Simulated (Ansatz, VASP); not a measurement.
## Two plane-wave programs on InW

```
In W
1.0
     3.31967    0.00000    0.00000
     0.00000    3.31967    0.00000
     0.00000    0.00000    3.31967
In W
1 1
Direct
  0.00000 0.00000 0.00000
  0.50000 0.50000 0.50000
```

Alike in both runs: functional PBE; k mesh 6 × 6 × 6; occupations gaussian, width 0.1 eV; no spin polarisation.

Ansatz relaxed the structure, and its values are those at the end. VASP's run is a single point on that final structure, the one shown.

|  | VASP | Ansatz |
| --- | --- | --- |
| version | VASP 6.6.1 | Ansatz 0.2.0 |
| potentials or method | VASP PAW PBE potentials, release 64 (In_d, W_sv) | scalar-relativistic, plane waves, PAW |
| plane-wave cutoff (eV) | 520 | 420 |
| valence electrons in the cell | 27 | 27 |

|  | VASP | Ansatz | Ansatz less VASP |
| --- | --- | --- | --- |
| gap on the k mesh at the Fermi level (eV) | none | none | - |
| pressure (GPa) | 0.1 | 0.0 | -0.13 |

A gap of «none» marks a metal or a gap that the smearing closes.

Spin-orbit coupling is left out, which matters for the levels of W.
